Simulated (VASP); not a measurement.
All values below come from PBE GGA, VASP's PBE PAW potentials (set 64) (plane waves; VASP).

VASP ran on this input.

INCAR:
```
SYSTEM = Pt3Ti
PREC = Accurate
ENCUT = 520
EDIFF = 1E-7
NELM = 100
ALGO = Normal
LREAL = .FALSE.
LASPH = .TRUE.
ISMEAR = -5
GGA = PE
LMAXMIX = 6
LWAVE = .FALSE.
LCHARG = .TRUE.
LORBIT = 11
NEDOS = 601
ISIF = 2
LEFG = .TRUE.
```

### KPOINTS
```
kpoints
0
G
9 9 9
```

**POSCAR**
```
Pt3Ti
1
    3.9462721377     0.0000000000     0.0000000000
    0.0000000000     3.9462721377     0.0000000000
    0.0000000000     0.0000000000     3.9462721377
Ti Pt
1 3
Direct
  0.0000000000   0.0000000000   0.0000000000
  0.0000000000   0.5000000000   0.5000000000
  0.5000000000   0.0000000000   0.5000000000
  0.5000000000   0.5000000000   0.0000000000
```

POTCAR, in this order: Ti_sv Pt (PBE.64 set). Program: vasp_std.

Output of the run:

### OUTCAR
```
 ion  position               nearest neighbor table
   1  0.000  0.000  0.000-   2 2.79   3 2.79   4 2.79   2 2.79   3 2.79   2 2.79   4 2.79   2 2.79
                             3 2.79   4 2.79   3 2.79   4 2.79
   2  0.000  0.500  0.500-   1 2.79   3 2.79   4 2.79   1 2.79   4 2.79   1 2.79   3 2.79   1 2.79
                             3 2.79   4 2.79   4 2.79   3 2.79
   3  0.500  0.000  0.500-   1 2.79   2 2.79   4 2.79   1 2.79   4 2.79   2 2.79   4 2.79   4 2.79
                             1 2.79   2 2.79   1 2.79   2 2.79
   4  0.500  0.500  0.000-   1 2.79   2 2.79   3 2.79   2 2.79   3 2.79   1 2.79   3 2.79   3 2.79
                             1 2.79   2 2.79   2 2.79   1 2.79
  LATTYP: Found a simple cubic cell.
 ALAT       =     3.9462721377
 Subroutine PRICEL returns:
 Original cell was already a primitive cell.
 Subroutine GETGRP returns: Found 48 space group operations
The static configuration has the point symmetry O_h .
The dynamic configuration has the point symmetry O_h .
 Subroutine INISYM returns: Found 48 space group operations
 Subroutine IBZKPT returns following result:
 Found     35 irreducible k-points:

 Following reciprocal coordinates:
            Coordinates               Weight
  0.000000  0.000000  0.000000      1.000000
  0.111111  0.000000  0.000000      6.000000
  0.222222  0.000000  0.000000      6.000000
  0.333333  0.000000  0.000000      6.000000
  0.444444  0.000000  0.000000      6.000000
  0.111111  0.111111  0.000000     12.000000
  0.222222  0.111111  0.000000     24.000000
  0.333333  0.111111  0.000000     24.000000
  0.444444  0.111111  0.000000     24.000000
  0.222222  0.222222  0.000000     12.000000
  0.333333  0.222222  0.000000     24.000000
  0.444444  0.222222  0.000000     24.000000
  0.333333  0.333333  0.000000     12.000000
  0.444444  0.333333  0.000000     24.000000
  0.444444  0.444444  0.000000     12.000000
  0.111111  0.111111  0.111111      8.000000
  0.222222  0.111111  0.111111     24.000000
  0.333333  0.111111  0.111111     24.000000
  0.444444  0.111111  0.111111     24.000000
  0.222222  0.222222  0.111111     24.000000
  0.333333  0.222222  0.111111     48.000000
  0.444444  0.222222  0.111111     48.000000
  0.333333  0.333333  0.111111     24.000000
  0.444444  0.333333  0.111111     48.000000
  0.444444  0.444444  0.111111     24.000000
  0.222222  0.222222  0.222222      8.000000
  0.333333  0.222222  0.222222     24.000000
  0.444444  0.222222  0.222222     24.000000
  0.333333  0.333333  0.222222     24.000000
  0.444444  0.333333  0.222222     48.000000
  0.444444  0.444444  0.222222     24.000000
  0.333333  0.333333  0.333333      8.000000
  0.444444  0.333333  0.333333     24.000000
  0.444444  0.444444  0.333333     24.000000
  0.444444  0.444444  0.444444      8.000000
   k-points           NKPTS =     35   k-points in BZ     NKDIM =     35   number of bands    NBANDS=     25
   number of dos      NEDOS =    601   number of ions     NIONS =      4
   total plane-waves  NPLWV =  27000
   dimension x,y,z NGX =    30 NGY =   30 NGZ =   30
   dimension x,y,z NGXF=    60 NGYF=   60 NGZF=   60
   ions per type =               1   3
   PREC   = accura    normal or accurate (medium, high low for compatibility)
   ISTART =      0    job   : 0-new  1-cont  2-samecut
   ICHARG =      2    charge: 1-file 2-atom 10-const
   ISPIN  =      1    spin polarized calculation?
   LNONCOLLINEAR =      F non collinear calculations
   LSORBIT =      F    spin-orbit coupling
   INIWAV =      1    electr: 0-lowe 1-rand  2-diag
   ENCUT  =  520.0 eV  38.22 Ry    6.18 a.u.   7.34  7.34  7.34*2*pi/ulx,y,z
   NELM   =    100;   NELMIN=  2; NELMDL= -5     # of ELM steps
   EDIFF  = 0.1E-06   stopping-criterion for ELM
   LREAL  =      F    real-space projection
   NLSPLINE    = F    spline interpolate recip. space projectors
...
```

**OSZICAR**
```
       N       E                     dE             d eps       ncg     rms          rms(c)
DAV:   1     0.377146684934E+03    0.37715E+03   -0.21369E+04  1750   0.181E+03
DAV:   2     0.150966821591E+01   -0.37564E+03   -0.36868E+03  1864   0.446E+02
DAV:   3    -0.317919003655E+02   -0.33302E+02   -0.32426E+02  2665   0.111E+02
DAV:   4    -0.327507275710E+02   -0.95883E+00   -0.95570E+00  2024   0.206E+01
DAV:   5    -0.327828129198E+02   -0.32085E-01   -0.32034E-01  2541   0.369E+00    0.207E+01
DAV:   6    -0.310805695563E+02    0.17022E+01   -0.24698E+01  2512   0.337E+01    0.147E+01
DAV:   7    -0.304334143356E+02    0.64716E+00   -0.33558E+01  2540   0.342E+01    0.985E+00
DAV:   8    -0.297091098546E+02    0.72430E+00   -0.16977E+00  2477   0.987E+00    0.454E+00
DAV:   9    -0.296064230999E+02    0.10269E+00   -0.20753E+00  2595   0.776E+00    0.225E+00
DAV:  10    -0.295545333169E+02    0.51890E-01   -0.33193E-01  2514   0.380E+00    0.368E-01
DAV:  11    -0.295569665624E+02   -0.24332E-02   -0.48127E-03  2289   0.543E-01    0.468E-01
DAV:  12    -0.295539457007E+02    0.30209E-02   -0.14572E-02  2613   0.719E-01    0.199E-02
DAV:  13    -0.295539626199E+02   -0.16919E-04   -0.16118E-04  2013   0.938E-02    0.119E-02
DAV:  14    -0.295539579218E+02    0.46981E-05   -0.17536E-05  2514   0.297E-02    0.781E-03
DAV:  15    -0.295539606014E+02   -0.26795E-05   -0.35874E-06  2263   0.169E-02    0.266E-03
DAV:  16    -0.295539613159E+02   -0.71458E-06   -0.63922E-07  2264   0.445E-03    0.140E-03
DAV:  17    -0.295539610466E+02    0.26938E-06   -0.84523E-08  1051   0.236E-03    0.454E-04
DAV:  18    -0.295539611190E+02   -0.72488E-07   -0.12576E-08   987   0.102E-03
   1 F= -.29553961E+02 E0= -.29553961E+02  d E =0.000000E+00
```

**OUTCAR**
```
------------------------ aborting loop because EDIFF is reached ----------------------------------------
  FORCE on cell =-STRESS in cart. coord.  units (eV):
  Direction    XX          YY          ZZ          XY          YZ          ZX
  --------------------------------------------------------------------------------------
  Total        0.0075671      0.0075671      0.0075671     -0.0000000      0.0000000     -0.0000000
  in kB        0.1972777      0.1972777      0.1972777     -0.0000000      0.0000000     -0.0000000
  external PRESSURE =       0.1972777 kB  Pullay stress =       0.0000000 kB
  volume of cell :       61.46
      direct lattice vectors                 reciprocal lattice vectors
     3.946272138  0.000000000  0.000000000     0.253403710  0.000000000  0.000000000
     0.000000000  3.946272138  0.000000000     0.000000000  0.253403710  0.000000000
     0.000000000  0.000000000  3.946272138     0.000000000  0.000000000  0.253403710
 POSITION                                       TOTAL-FORCE (eV/Angst)
 -----------------------------------------------------------------------------------
      0.00000      0.00000      0.00000         0.000000      0.000000      0.000000
      0.00000      1.97314      1.97314         0.000000      0.000000      0.000000
      1.97314      0.00000      1.97314         0.000000      0.000000      0.000000
      1.97314      1.97314      0.00000         0.000000      0.000000      0.000000
 -----------------------------------------------------------------------------------
    total drift:                                0.000000      0.000000     -0.000000
  FREE ENERGIE OF THE ION-ELECTRON SYSTEM (eV)
  ---------------------------------------------------
  free  energy   TOTEN  =       -29.5539611190 eV

  energy  without entropy=      -29.5539611190  energy(sigma->0) =      -29.55396112

 total charge

# of ion       s       p       d       tot
------------------------------------------
    1        2.207   6.147   1.764  10.118
    2        0.683   0.634   8.048   9.365
    3        0.683   0.634   8.048   9.365
    4        0.683   0.634   8.048   9.365
--------------------------------------------------
tot          4.255   8.049  25.909  38.213

 Electric field gradients after diagonalization (V/A^2)
 (convention: |V_zz| > |V_xx| > |V_yy|)
----------------------------------------------------------------------
 ion       V_xx      V_yy      V_zz     asymmetry (V_yy - V_xx)/ V_zz
----------------------------------------------------------------------
   1      -0.000    -0.000    -0.000      -0.112
   2      33.385    33.385   -66.770       0.000
   3      33.385    33.385   -66.770       0.000
   4      33.385    33.385   -66.770       0.000
```
(Selected blocks of OUTCAR.)

For a metal the tetrahedron method with Blöchl corrections gives inexact stress and forces.

The compound is Pt3Ti in the L1_2 structure. It was relaxed first.
